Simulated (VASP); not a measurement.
# Hf6Be (Pm-3m) in VASP: single point with PBE

Aim: the single point of Hf6Be with PBE.

All numbers are computed with VASP 6.6.1; they aren't measurements. Logs are shortened: lines on timing, memory, paths and dates and some standing lists are left out, and cuts for length are marked.

## (1) The cell of the first run

It takes space group Pm-3m (No. 221, cubic). The conventional cell has a = 7.165 Å, b = 7.165 Å, c = 7.165 Å, α = 90.00°, β = 90.00°, γ = 90.00°. Hf (site symmetry 4mm) has 5 Hf at 2.86 to 3.13 Å as nearest neighbours.

The cell was built by a generator and needn't be a form met in nature.

## (2) Single point, PBE (species swapped into the CaB6 type (Pm-3m, No. 221))

Input file INCAR:

```
SYSTEM = Hf6Be
PREC = Accurate
ENCUT = 520
EDIFF = 1E-6
ISMEAR = 0
SIGMA = 0.1
LREAL = .False.
LASPH = .True.
NELM = 100
ALGO = Fast
ISIF = 2
LWAVE = .False.
LCHARG = .True.
GGA = PE
LELF = .True.
LVHAR = .True.
NBANDS = 40
```

Input file KPOINTS:

```
regular mesh
0
Gamma
  6 6 6
  0 0 0
```

Input file POSCAR:

```
Hf6Be
1.0
    7.1651714157      0.0000000000      0.0000000000
    0.0000000000      7.1651714157      0.0000000000
    0.0000000000      0.0000000000      7.1651714157
Hf Be
6 1
Direct
    0.2181817726      0.5000000000      0.5000000000
    0.5000000000      0.5000000000      0.7818182274
    0.5000000000      0.5000000000      0.2181817726
    0.5000000000      0.2181817726      0.5000000000
    0.5000000000      0.7818182274      0.5000000000
    0.7818182274      0.5000000000      0.5000000000
    0.0000000000      0.0000000000      0.0000000000
```

Potentials or basis: VASP PAW PBE potentials, release 64 (Hf_pv, Be).

Run with:

```bash
> cat potpaw_PBE.64/Hf_pv/POTCAR potpaw_PBE.64/Be/POTCAR > POTCAR
> mpirun -np 1 vasp_std > vasp.out
```

OUTCAR:

```text
SYSTEM = Hf6Be
   PREC = Accurate
   ENCUT = 520
   EDIFF = 1E-6
   ISMEAR = 0
   LREAL = .False.
   LASPH = .True.
   NELM = 100
   ISIF = 2
   GGA = PE

 ion  position               nearest neighbor table
   1  0.218  0.500  0.500-   2 2.86   3 2.86   4 2.86   5 2.86   6 3.13
   2  0.500  0.500  0.782-   1 2.86   4 2.86   5 2.86   6 2.86   3 3.13
   3  0.500  0.500  0.218-   1 2.86   4 2.86   5 2.86   6 2.86   2 3.13
   4  0.500  0.218  0.500-   1 2.86   2 2.86   3 2.86   6 2.86   5 3.13
   5  0.500  0.782  0.500-   1 2.86   2 2.86   3 2.86   6 2.86   4 3.13
   6  0.782  0.500  0.500-   2 2.86   3 2.86   4 2.86   5 2.86   1 3.13
   7  0.000  0.000  0.000-

  LATTYP: Found a simple cubic cell.
 ALAT       =     7.1651714157

  Lattice vectors:

 A1 = (   7.1651714157,   0.0000000000,   0.0000000000)
 A2 = (   0.0000000000,   7.1651714157,   0.0000000000)
 A3 = (   0.0000000000,   0.0000000000,   7.1651714157)

Analysis of symmetry for initial positions (statically):
=====================================================================
 Subroutine PRICEL returns:
 Original cell was already a primitive cell.

 Routine SETGRP: Setting up the symmetry group for a
 simple cubic supercell.

 Subroutine GETGRP returns: Found 48 space group operations
 (whereof 48 operations were pure point group operations)
 out of a pool of 48 trial point group operations.

The static configuration has the point symmetry O_h .

Analysis of symmetry for dynamics (positions and initial velocities):
=====================================================================
 Subroutine PRICEL returns:
 Original cell was already a primitive cell.

 Routine SETGRP: Setting up the symmetry group for a
 simple cubic supercell.

 Subroutine GETGRP returns: Found 48 space group operations
 (whereof 48 operations were pure point group operations)
 out of a pool of 48 trial point group operations.

The dynamic configuration has the point symmetry O_h .

 Subroutine INISYM returns: Found 48 space group operations
 (whereof 48 operations are pure point group operations),
 and found     1 'primitive' translations

----------------------------------------------------------------------------------------

                                     Primitive cell

  volume of cell :     367.8576

  direct lattice vectors                    reciprocal lattice vectors
     7.165171416  0.000000000  0.000000000     0.139564002  0.000000000  0.000000000
     0.000000000  7.165171416  0.000000000     0.000000000  0.139564002  0.000000000
     0.000000000  0.000000000  7.165171416     0.000000000  0.000000000  0.139564002

  length of vectors
     7.165171416  7.165171416  7.165171416     0.139564002  0.139564002  0.139564002

  position of ions in fractional coordinates (direct lattice)
     0.218181773  0.500000000  0.500000000
     0.500000000  0.500000000  0.781818227
     0.500000000  0.500000000  0.218181773
     0.500000000  0.218181773  0.500000000
     0.500000000  0.781818227  0.500000000
     0.781818227  0.500000000  0.500000000
     0.000000000  0.000000000  0.000000000

  ion indices of the primitive-cell ions
   primitive index   ion index
                 1           1
                 2           2
                 3           3
                 4           4
                 5           5
                 6           6
                 7           7

----------------------------------------------------------------------------------------

 KPOINTS: regular mesh

Automatic generation of k-mesh.
 Grid dimensions read from file:
 generate k-points for:    6    6    6

 Generating k-lattice:

  Cartesian coordinates                     Fractional coordinates (reciprocal lattice)
     0.023260667  0.000000000  0.000000000     0.166666667  0.000000000  0.000000000
     0.000000000  0.023260667  0.000000000     0.000000000  0.166666667  0.000000000
     0.000000000  0.000000000  0.023260667     0.000000000  0.000000000  0.166666667

  Length of vectors
     0.023260667  0.023260667  0.023260667

  Shift w.r.t. Gamma in fractional coordinates (k-lattice)
     0.000000000  0.000000000  0.000000000

 Subroutine IBZKPT returns following result:
 ===========================================

 Found     20 irreducible k-points:

 Following reciprocal coordinates:
            Coordinates               Weight
  0.000000  0.000000  0.000000      1.000000
  0.166667  0.000000  0.000000      6.000000
  0.333333  0.000000  0.000000      6.000000
  0.500000  0.000000  0.000000      3.000000
  0.166667  0.166667  0.000000     12.000000
  0.333333  0.166667  0.000000     24.000000
[... 12 lines left out ...]
  0.500000  0.500000  0.333333      6.000000
  0.500000  0.500000  0.500000      1.000000
   k-points           NKPTS =     20   k-points in BZ     NKDIM =     20   number of bands    NBANDS=     40
   number of dos      NEDOS =    301   number of ions     NIONS =      7
   total plane-waves  NPLWV = 157464
   dimension x,y,z NGX =    54 NGY =   54 NGZ =   54
   dimension x,y,z NGXF=   108 NGYF=  108 NGZF=  108
   ions per type =               6   1
   NGX,Y,Z   is equivalent  to a cutoff of  12.53, 12.53, 12.53 a.u.
   NGXF,Y,Z  is equivalent  to a cutoff of  25.06, 25.06, 25.06 a.u.
 SYSTEM =  Hf6Be
   PREC   = accura    normal or accurate (medium, high low for compatibility)
   ISTART =      0    job   : 0-new  1-cont  2-samecut
   ICHARG =      2    charge: 1-file 2-atom 10-const
   ISPIN  =      1    spin polarized calculation?
   LNONCOLLINEAR =      F non collinear calculations
   LSORBIT =      F    spin-orbit coupling
   LASPH  =      T    aspherical Exc in radial PAW
   ENCUT  =  520.0 eV  38.22 Ry    6.18 a.u.  13.32 13.32 13.32*2*pi/ulx,y,z
   NELM   =    100;   NELMIN=  2; NELMDL= -5     # of ELM steps
   EDIFF  = 0.1E-05   stopping-criterion for ELM
   LREAL  =      F    real-space projection
   EDIFFG = 0.1E-04   stopping-criterion for IOM
   NSW    =      0    number of steps for IOM
   IBRION =     -1    ionic relax: 0-MD 1-quasi-New 2-CG
   NFREE  =      0    steps in history (QN), initial steepest desc. (CG)
   ISIF   =      2    stress and relaxation
   ISYM   =      2    0-nonsym 1-usesym 2-fastsym
   POTIM  = 0.5000    time-step for ionic-motion
   TEBEG  =    0.0;   TEEND  =   0.0 temperature during run
   PSTRESS=    0.0 pullay stress
   NELECT =      62.0000    total number of electrons
   NUPDOWN=      -1.0000    fix difference up-down
   EMIN   =  10.00;   EMAX   =-10.00  energy-range for DOS
   EFERMI =   0.00;   METHOD = LEGACY
   ISMEAR =     0;   SIGMA  =   0.10  broadening in eV -4-tet -1-fermi 0-gaus
   EFERMI_NEDOS =   21; number of points for ismear=-14 and -15
   IALGO  =     68    algorithm
   IMIX   =      4    mixing-type and parameters
     AMIX     =   0.40;   BMIX     =  1.00
     AMIX_MAG =   1.60;   BMIX_MAG =  1.00
  volume/ion in A,a.u.               =      52.55       354.63
  Fermi-wavevector in a.u.,A,eV,Ry     =   0.904299  1.708878 11.126260  0.817757
  Thomas-Fermi vector in A             =   2.027729
   LORBIT       =      0    0 simple, 1 ext, 2 COOP (PROOUT), +10 PAW based schemes
   GGA     = PE    functional components
   LHFCALC =     F    Hartree Fock is set to
   AEXX    =    0.0000 exact exchange contribution
   IVDW    =     0    specifies the selected vdW correction
   LEPSILON=     F    determine dielectric tensor
   LRPA    =     F    only Hartree local field effects (RPA)
 non-spin polarized calculation
 RMM-DIIS sequential band-by-band and
 Gauss-broadening in eV      SIGMA  =   0.10
  energy-cutoff  :      520.00
  volume of cell :      367.86
 maximum number of plane-waves:      9952
 NGX is ok and might be reduce to    54
   NGX = 27   NGY = 27   NGZ = 27

 number of electron      61.9999996 magnetization

 Free energy of the ion-electron system (eV)
  ---------------------------------------------------
  ext. energy  EPLUGINS =         0.00000000
  ---------------------------------------------------
  free energy    TOTEN  =       -45.83532712 eV

  energy without entropy =      -45.77626701  energy(sigma->0) =      -45.80579706

 E-fermi :  -0.1426     XC(G=0):  -6.7510

 val. band max:       -0.1452582219   @ k =   0.5000   0.1667   0.1667
 cond. band min:      -0.1249842090   @ k =   0.5000   0.3333   0.1667
 fundamental gap:      0.0202740129
 Fermi energy:        -0.1426494503

 k-point     1 :       0.0000    0.0000    0.0000
  band No.  band energies     occupation
      1     -31.5191      2.00000
      2     -31.1460      2.00000
      3     -31.1460      2.00000
      4     -31.1460      2.00000
      5     -31.1144      2.00000
      6     -31.1144      2.00000
[... 32 lines left out ...]
     39       1.1999      0.00000
     40       1.2004      0.00000

 k-point     2 :       0.1667    0.0000    0.0000
  band No.  band energies     occupation
      1     -31.5066      2.00000
      2     -31.1688      2.00000
      3     -31.1447      2.00000
      4     -31.1447      2.00000
      5     -31.1169      2.00000
      6     -31.1169      2.00000
[... 32 lines left out ...]
     39       1.0865      0.00000
     40       1.1291      0.00000

 k-point     3 :       0.3333    0.0000    0.0000
  band No.  band energies     occupation
      1     -31.4765      2.00000
      2     -31.2176      2.00000
      3     -31.1413      2.00000
      4     -31.1413      2.00000
      5     -31.1227      2.00000
      6     -31.1227      2.00000
[... 681 lines left out ...]
  band No.  band energies     occupation
      1     -31.3304      2.00000
      2     -31.2360      2.00000
      3     -31.2360      2.00000
      4     -31.1941      2.00000
      5     -31.1385      2.00000
      6     -31.1355      2.00000
[... 32 lines left out ...]
     39       0.8336      0.00000
     40       0.9358      0.00000

 k-point    20 :       0.5000    0.5000    0.5000
  band No.  band energies     occupation
      1     -31.2933      2.00000
      2     -31.2345      2.00000
      3     -31.2345      2.00000
      4     -31.2345      2.00000
      5     -31.1385      2.00000
      6     -31.1385      2.00000
[... 32 lines left out ...]
     39       0.7326      0.00000
     40       1.1336      0.00000

------------------------ aborting loop because EDIFF is reached ----------------------------------------

  FORCE on cell =-STRESS in cart. coord.  units (eV):
  Direction    XX          YY          ZZ          XY          YZ          ZX
  --------------------------------------------------------------------------------------
  -------------------------------------------------------------------------------------
  Total       -0.3360759     -0.3360759     -0.3360759     -0.0000000     -0.0000000     -0.0000000
  in kB       -1.4637546     -1.4637546     -1.4637546     -0.0000000     -0.0000000     -0.0000000
  external PRESSURE =      -1.4637546 kB  Pullay stress =       0.0000000 kB

 VOLUME and BASIS-vectors are now :
 -----------------------------------------------------------------------------
  energy-cutoff  :      520.00
  volume of cell :      367.86
      direct lattice vectors                 reciprocal lattice vectors
     7.165171416  0.000000000  0.000000000     0.139564002  0.000000000  0.000000000
     0.000000000  7.165171416  0.000000000     0.000000000  0.139564002  0.000000000
     0.000000000  0.000000000  7.165171416     0.000000000  0.000000000  0.139564002

 POSITION                                       TOTAL-FORCE (eV/Angst)
 -----------------------------------------------------------------------------------
      1.56331      3.58259      3.58259         0.098737      0.000000      0.000000
      3.58259      3.58259      5.60186         0.000000      0.000000     -0.098737
      3.58259      3.58259      1.56331         0.000000     -0.000000      0.098737
      3.58259      1.56331      3.58259         0.000000      0.098737      0.000000
      3.58259      5.60186      3.58259        -0.000000     -0.098737     -0.000000
      5.60186      3.58259      3.58259        -0.098737     -0.000000     -0.000000
      0.00000      0.00000      0.00000         0.000000      0.000000      0.000000
 -----------------------------------------------------------------------------------
    total drift:                                0.000000      0.000000      0.000000

  FREE ENERGIE OF THE ION-ELECTRON SYSTEM (eV)
  ---------------------------------------------------
  free  energy   TOTEN  =       -45.8353271163 eV

  energy  without entropy=      -45.7762670060  energy(sigma->0) =      -45.80579706
```

It took 12 min on 1 thread of Intel Xeon Platinum 8259CL at 2.50GHz (Skylake/Cascade Lake), shared host; peak memory 0.53 GiB.

Results:

| Quantity | Value |
| --- | --- |
| Free energy | -45.8353 eV |
| Pressure | -0.1 GPa |
| Largest force | 0.099 eV/Å |
| Band gap on the k mesh | none (metal or under the smearing width) |

Forces in eV/Å, atoms in the order of the input:
```
Hf   0.099  0.000  0.000
Hf   0.000  0.000 -0.099
Hf   0.000  0.000  0.099
Hf   0.000  0.099  0.000
Hf   0.000 -0.099  0.000
Hf  -0.099  0.000  0.000
Be   0.000  0.000  0.000
```
